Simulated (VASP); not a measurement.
Calculation: PBE GGA, VASP's PBE PAW potentials (set 64) (plane waves; VASP).

The input files of a VASP run:

KPOINTS:
```
Automatic mesh
0
G
19 19 19
0 0 0
```

INCAR:
```
SYSTEM = V
PREC = Normal
ENCUT = 400
EDIFF = 1E-5
NELM = 100
ALGO = Fast
LREAL = .FALSE.
LASPH = .TRUE.
ISMEAR = 1
SIGMA = 0.1
GGA = PE
LMAXMIX = 4
LWAVE = .FALSE.
LCHARG = .FALSE.
NELMIN = 4
IBRION = 2
ISIF = 2
NSW = 20
EDIFFG = -0.03
```

**POSCAR**
```
V
1.0
 -1.4972146714   1.4972146714   1.4972146714
  1.4972146714  -1.4972146714   1.4972146714
  1.4972146714   1.4972146714  -1.4972146714
V
1
direct
  0.0000000000   0.0000000000   0.0000000000
```

POTCAR, in this order: V_sv (PBE.64 set). Program: vasp_std.

Output of the run:

### OUTCAR
```
 ion  position               nearest neighbor table
   1  0.000  0.000  0.000-
  LATTYP: Found a body centered cubic cell.
 ALAT       =     2.9944293428
 Subroutine PRICEL returns:
 Original cell was already a primitive cell.
 Subroutine GETGRP returns: Found 48 space group operations
The static configuration has the point symmetry O_h .
The dynamic configuration has the point symmetry O_h .
 Subroutine INISYM returns: Found 48 space group operations
 Subroutine IBZKPT returns following result:
 Found    220 irreducible k-points:

 Following reciprocal coordinates:
            Coordinates               Weight
  0.000000  0.000000  0.000000      1.000000
  0.052632  0.000000  0.000000     12.000000
  0.105263  0.000000  0.000000     12.000000
  0.157895  0.000000  0.000000     12.000000
  0.210526  0.000000  0.000000     12.000000
  0.263158  0.000000  0.000000     12.000000
  0.315789  0.000000  0.000000     12.000000
  0.368421  0.000000  0.000000     12.000000
  0.421053  0.000000  0.000000     12.000000
  0.473684  0.000000  0.000000     12.000000
  0.052632  0.052632  0.000000     24.000000
  0.105263  0.052632  0.000000     48.000000
  0.157895  0.052632  0.000000     48.000000
  0.210526  0.052632  0.000000     48.000000
  0.263158  0.052632 -0.000000     48.000000
  0.315789  0.052632  0.000000     48.000000
  0.368421  0.052632  0.000000     48.000000
  0.421053  0.052632  0.000000     48.000000
  0.473684  0.052632  0.000000     24.000000
  0.105263  0.105263  0.000000     24.000000
  0.157895  0.105263  0.000000     48.000000
  0.210526  0.105263  0.000000     48.000000
  0.263158  0.105263 -0.000000     48.000000
  0.315789  0.105263  0.000000     48.000000
  0.368421  0.105263  0.000000     48.000000
  0.421053  0.105263  0.000000     48.000000
  0.157895  0.157895  0.000000     24.000000
  0.210526  0.157895 -0.000000     48.000000
  0.263158  0.157895  0.000000     48.000000
  0.315789  0.157895  0.000000     48.000000
  0.368421  0.157895  0.000000     48.000000
  0.421053  0.157895  0.000000     24.000000
  0.210526  0.210526  0.000000     24.000000
  0.263158  0.210526 -0.000000     48.000000
  0.315789  0.210526  0.000000     48.000000
  0.368421  0.210526  0.000000     48.000000
  0.263158  0.263158  0.000000     24.000000
  0.315789  0.263158  0.000000     48.000000
  0.368421  0.263158  0.000000     24.000000
  0.315789  0.315789  0.000000     24.000000
   k-points           NKPTS =    220   k-points in BZ     NKDIM =    220   number of bands    NBANDS=     10
   number of dos      NEDOS =    301   number of ions     NIONS =      1
   total plane-waves  NPLWV =   2744
   dimension x,y,z NGX =    14 NGY =   14 NGZ =   14
   dimension x,y,z NGXF=    28 NGYF=   28 NGZF=   28
   ions per type =               1
   PREC   = normal    normal or accurate (medium, high low for compatibility)
   ISTART =      0    job   : 0-new  1-cont  2-samecut
   ICHARG =      2    charge: 1-file 2-atom 10-const
   ISPIN  =      1    spin polarized calculation?
   LNONCOLLINEAR =      F non collinear calculations
   LSORBIT =      F    spin-orbit coupling
   INIWAV =      1    electr: 0-lowe 1-rand  2-diag
   ENCUT  =  400.0 eV  29.40 Ry    5.42 a.u.   4.23  4.23  4.23*2*pi/ulx,y,z
   NELM   =    100;   NELMIN=  4; NELMDL= -5     # of ELM steps
   EDIFF  = 0.1E-04   stopping-criterion for ELM
   LREAL  =      F    real-space projection
   NLSPLINE    = F    spline interpolate recip. space projectors
   LMAXMIX     =    4 max onsite mixed and CHGCAR
   VOSKOWN=      0    Vosko Wilk Nusair interpolation
...
```

OSZICAR:
```
       N       E                     dE             d eps       ncg     rms          rms(c)
DAV:   1     0.697186408015E+02    0.69719E+02   -0.64187E+03  4402   0.118E+03
DAV:   2    -0.918902489693E+01   -0.78908E+02   -0.77269E+02  4546   0.327E+02
DAV:   3    -0.103705441998E+02   -0.11815E+01   -0.11634E+01  4620   0.470E+01
DAV:   4    -0.103780763954E+02   -0.75322E-02   -0.75219E-02  4468   0.377E+00
DAV:   5    -0.103781443779E+02   -0.67982E-04   -0.67982E-04  4560   0.370E-01    0.184E+01
RMM:   6    -0.899061057369E+01    0.13875E+01   -0.52141E+00  4400   0.301E+01    0.167E+00
RMM:   7    -0.899821764249E+01   -0.76071E-02   -0.35334E-01  4406   0.446E+00    0.964E-01
RMM:   8    -0.899132552857E+01    0.68921E-02   -0.18431E-02  4401   0.214E+00    0.459E-01
RMM:   9    -0.899070548459E+01    0.62004E-03   -0.24414E-03  4481   0.686E-01    0.810E-02
RMM:  10    -0.899077135759E+01   -0.65873E-04   -0.86623E-04  4466   0.349E-01    0.810E-02
RMM:  11    -0.899072586843E+01    0.45489E-04   -0.24661E-04  4400   0.254E-01    0.105E-02
RMM:  12    -0.899072586914E+01   -0.71736E-09   -0.14922E-05  2610   0.626E-02
   1 F= -.89907259E+01 E0= -.89908257E+01  d E =-.899073E+01
```

**OUTCAR**
```
------------------------ aborting loop because EDIFF is reached ----------------------------------------
  FORCE on cell =-STRESS in cart. coord.  units (eV):
  Direction    XX          YY          ZZ          XY          YZ          ZX
  --------------------------------------------------------------------------------------
  Total       -0.0689155     -0.0689155     -0.0689155      0.0000000     -0.0000000     -0.0000000
  in kB       -8.2246114     -8.2246114     -8.2246114      0.0000000     -0.0000000     -0.0000000
  external PRESSURE =      -8.2246114 kB  Pullay stress =       0.0000000 kB
  volume of cell :       13.42
      direct lattice vectors                 reciprocal lattice vectors
    -1.497214671  1.497214671  1.497214671     0.000000000  0.333953447  0.333953447
     1.497214671 -1.497214671  1.497214671     0.333953447  0.000000000  0.333953447
     1.497214671  1.497214671 -1.497214671     0.333953447  0.333953447  0.000000000
 POSITION                                       TOTAL-FORCE (eV/Angst)
 -----------------------------------------------------------------------------------
      0.00000      0.00000      0.00000        -0.000000     -0.000000     -0.000000
 -----------------------------------------------------------------------------------
    total drift:                               -0.000000     -0.000000      0.000000
  FREE ENERGIE OF THE ION-ELECTRON SYSTEM (eV)
  ---------------------------------------------------
  free  energy   TOTEN  =        -8.9907258691 eV

  energy  without entropy=       -8.9910252497  energy(sigma->0) =       -8.99082566

 reached required accuracy - stopping structural energy minimisation
```
(Selected blocks of OUTCAR.)

The compound is V in the bcc structure. It was relaxed first. The run is not spin-polarised, so no magnetic state was tried.
